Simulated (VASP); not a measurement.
The input files of a VASP run:

INCAR:
```
! general
SYSTEM    =  NaF
PREC      =  Accurate
ENCUT     =  520
LREAL     =  .False.
LASPH     =  .True.

! electronic loop
EDIFF     =  1E-7
NELM      =  100
ALGO      =  Normal
LMIXTAU   =  .True.

! smearing
ISMEAR    =  0
SIGMA     =  0.05

! functional
METAGGA   =  R2SCAN
LUSE_VDW  =  .True.
BPARAM    =  11.95
CPARAM    =  0.0093

! ions
ISIF      =  2

! output
LWAVE     =  .False.
LCHARG    =  .False.
```

File POSCAR:
```
NaF
1.0
  0.0000000000   2.2751277318   2.2751277318
  2.2751277318   0.0000000000   2.2751277318
  2.2751277318   2.2751277318   0.0000000000
Na F
1 1
Cart
  0.0000000000   0.0000000000   0.0000000000
  2.2751277318   2.2751277318   2.2751277318
```

**KPOINTS**
```
Automatic mesh
0
Gamma
10 10 10
0 0 0
```

POTCAR, in this order: Na_pv F (PBE.64 set). Program: vasp_std.

Problem. Write an equivalent input for Ansatz.

Solution. One equivalent input (not run):
Ansatz 0.2 input:
```yaml
crystal:
  lattice:
    - [0.0000000, 2.2751277, 2.2751277]
    - [2.2751277, 0.0000000, 2.2751277]
    - [2.2751277, 2.2751277, 0.0000000]
  atoms:
    - { symbol: Na, position: [0.0000000, 0.0000000, 0.0000000] }
    - { symbol: F, position: [0.5000000, 0.5000000, 0.5000000] }
kpoints:
  mp_grid: { grid: [10, 10, 10] }
hamiltonian:
  xc: r2scan
  dispersion: rvv10
  pseudopotentials: { kind: paw }
scf:
  occupations: { method: gaussian, width: 0.05 }
  max_iter: 100
output: { forces: true, stress: true, eigenvalues: true }
```
The two are equivalent in intent, not identical: each code has its own PAW files, so the cut-off isn't converted (ENCUT is set for VASP's; basis.ecutwfc is left out, and Ansatz then takes the one that its files recommend); Ansatz stops its SCF on the density residual and VASP on the energy change (EDIFF).

The compound is NaF in the rock salt structure. It was relaxed first, which changed the volume by -5 %.
